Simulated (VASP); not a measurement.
Data:

```
CELL_PARAMETERS angstrom
      2.23555    -3.79968     0.00000
      2.23555     3.79968     0.00000
      0.00000     0.00000     4.48964
ATOMIC_POSITIONS crystal
  Ga 0.15555 0.84445 0.91717
  Ga 0.34445 0.65555 0.41717
  Ga 0.65555 0.34445 0.58283
  Ga 0.84445 0.15555 0.08283
```

These are PBEsol GGA, VASP's PBE PAW potentials (set 64) (plane waves; VASP) values and carry that method's errors. Numerical set-up: 500 eV cut-off, 8×8×7 Γ-centred mesh, first-order Methfessel-Paxton smearing of 0.10 eV, potentials Ga_d.

Energy and stress use the plane-wave basis of the starting cell.

Task: The ions, cell shape and volume at an external pressure of 5.0 GPa are relaxed. Predict the relaxed structure.

Result: 
```
CELL_PARAMETERS angstrom
      2.17982    -3.72491     0.00000
      2.17982     3.72491     0.00000
      0.00000     0.00000     4.38238
ATOMIC_POSITIONS crystal
  Ga 0.15497 0.84503 0.91658
  Ga 0.34503 0.65497 0.41658
  Ga 0.65497 0.34503 0.58342
  Ga 0.84503 0.15497 0.08342
```
Space group Cmce (64), at a tolerance of 0.03 Å.

Task: How do energy and volume change from the first to the last step?

Result: The energy (σ→0) changes by +18.6 meV/atom and the volume by -6.7 %, in 8 ionic steps.

```
step  E(σ→0) (eV)  max force (eV/Å)  pressure (GPa)  volume (Å³)
----  -----------  ----------------  --------------  -----------
1        -13.4009             0.017            0.01        76.27
2        -13.2798             0.043            6.64        69.90
3        -13.3270             0.036            5.11        71.20
4        -13.3301             0.036            4.95        71.30
5        -13.3301             0.026            4.88        71.28
6        -13.3297             0.017            4.87        71.27
7        -13.3243             0.011            5.16        71.09
8        -13.3266             0.006            5.01        71.17
```

The compound is Ga in the alpha structure. This run relaxes it under an external pressure of 5 GPa. Symmetry was kept, so distortions that lower it aren't found.
